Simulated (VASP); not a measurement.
Crystal: Zn.

```
CELL_PARAMETERS angstrom
2.62000 0.00000 0.00000
-1.31000 2.26899 0.00000
0.00000 0.00000 4.80000
ATOMIC_POSITIONS crystal
Zn 0.33333 0.66667 0.25000
Zn 0.66667 0.33333 0.75000
```

The cell was built by a generator and needn't be a form met in nature.

| Property | Result |
| --- | --- |
| Program | VASP 6.6.1 |
| Task | relaxation of cell and atoms |
| Functional | PBEsol |
| Potentials or basis | VASP PAW PBE potentials, release 64 (Zn) |
| Cutoff | 600 eV |
| k mesh | 18 × 18 × 10 |
| Occupations | methfessel-paxton, width 0.1 eV |
| Spin | no spin polarisation |

At the start: pressure -0.4 GPa; volume 14.27 Å³/atom.

**Question.** Where does the relaxation end?

**Answer.** Over 10 steps the energy falls by 3.2 meV/atom and the volume is 14.33 Å³/atom (+0.4 %); space group P6_3/mmc (No. 194, to 0.05 Å).

The path:
| step | energy change (eV) | largest force (eV/Å) | pressure (GPa) | volume (Å³) |
| --- | --- | --- | --- | --- |
| 1 | 0.0000 | 0.0000 | -0.44 | 28.53 |
| 2 | -0.0040 | 0.0000 | 0.37 | 28.37 |
| 3 | -0.0048 | 0.0000 | 0.83 | 28.29 |
| 4 | -0.0037 | 0.0000 | 1.75 | 28.13 |
| 5 | -0.0049 | 0.0000 | 1.02 | 28.25 |
| 6 | -0.0064 | 0.0000 | 0.22 | 28.58 |
| 7 | -0.0065 | 0.0000 | 0.05 | 28.65 |
| 8 | -0.0065 | 0.0000 | 0.14 | 28.63 |
| 9 | -0.0065 | 0.0000 | 0.05 | 28.64 |
| 10 | -0.0065 | 0.0000 | 0.01 | 28.66 |

Final structure:
```yaml
crystal:
  lattice:
    - [2.59423, 0.00000, 0.00000]
    - [-1.29712, 2.24667, 0.00000]
    - [0.00000, 0.00000, 4.91696]
  atoms:
    - { symbol: Zn, position: [0.33333, 0.66667, 0.25000] }
    - { symbol: Zn, position: [0.66667, 0.33333, 0.75000] }
```

Caveat: the PAW data sets were made with another functional, which shifts forces and pressure a little.
